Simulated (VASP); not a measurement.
VASP ran on this input.

INCAR:
```
# general
SYSTEM   =  Sc
PREC     =  Accurate
ENCUT    =  480
LREAL    =  .FALSE.
LASPH    =  .TRUE.

# electronic loop
EDIFF    =  1E-7
NELM     =  100
ALGO     =  Normal
LMAXMIX  =  4

# smearing
ISMEAR   =  1
SIGMA    =  0.1

# functional
GGA      =  PS

# ions
ISIF     =  2

# output
LWAVE    =  .FALSE.
LCHARG   =  .FALSE.
```

### POSCAR
```
Sc
1
    1.6465279339    -2.8518699533     0.0000000000
    1.6465279339     2.8518699533     0.0000000000
    0.0000000000     0.0000000000     5.1080758477
Sc
2
Direct
  0.3333330000   0.6666670000   0.2500000000
  0.6666670000   0.3333330000   0.7500000000
```

### KPOINTS
```
Automatic mesh
0
Gamma
12 12 8
0 0 0
```

POTCAR, in this order: Sc_sv (PBE.64 set). Program: vasp_std.

Question: Translate this PBEsol calculation to Quantum ESPRESSO's pw.x.

Answer: One equivalent input (not run):
```
&CONTROL
  calculation = 'scf'
  pseudo_dir = './pseudo'
  outdir = './out'
  tprnfor = .true.
  tstress = .true.
/
&SYSTEM
  ibrav = 0
  nat = 2
  ntyp = 1
  ecutwfc = 78
  occupations = 'smearing'
  smearing = 'methfessel-paxton'
  degauss = 0.00735
  input_dft = 'pbesol'
/
&ELECTRONS
  conv_thr = 7.3e-09
  electron_maxstep = 100
/
ATOMIC_SPECIES
  Sc 44.956 Sc.upf
CELL_PARAMETERS angstrom
     1.6465279   -2.8518700    0.0000000
     1.6465279    2.8518700    0.0000000
     0.0000000    0.0000000    5.1080758
ATOMIC_POSITIONS crystal
  Sc   0.3333330  0.6666670  0.2500000
  Sc   0.6666670  0.3333330  0.7500000
K_POINTS automatic
  12 12 8 0 0 0
```
What does not carry over: the potentials are each code's own (VASP's PAW set, PseudoDojo norm-conserving files in pw.x), so ENCUT and ecutwfc are chosen apart and not converted; conv_thr bounds pw.x's estimated SCF error, while EDIFF bounds the energy change between steps.

The compound is Sc in the hcp structure. This cell was strained or had an atom moved on purpose.
